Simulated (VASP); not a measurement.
Given:

```
CELL_PARAMETERS angstrom
      0.00000     2.86616     2.74484
      2.74664     0.00000     2.74484
      2.74664     2.86616     0.00000
ATOMIC_POSITIONS crystal
  Ge 0.00000 0.00000 0.00000
  Ge 0.24346 0.25654 0.25654
```

Method: PBE GGA, VASP's PBE PAW potentials (set 64) (plane waves; VASP). Run with PREC = Normal, 400 eV cut-off, 7×7×7 Γ-centred mesh, Gaussian smearing of 0.050 eV, potentials Ge_d.

Give the force on each atom (eV/Å).

```json
[
 {"atom": "Ge1", "Fx": "0.459", "Fy": "0.000", "Fz": "0.000"},
 {"atom": "Ge2", "Fx": "-0.459", "Fy": "0.000", "Fz": "0.000"}
]
```

Give the stress tensor in GPa (positive for a compressed cell).

```
 8.13   0.00   0.00
 0.00   4.74  -1.47
 0.00  -1.47   8.23
```
The pressure is its mean diagonal, 7.03 GPa.

The compound is Ge in the diamond structure. The cell was not relaxed at this level, atoms are displaced from their ideal sites. The run is one of a series of settings (PREC = Normal against the base run), some of them coarse on purpose.
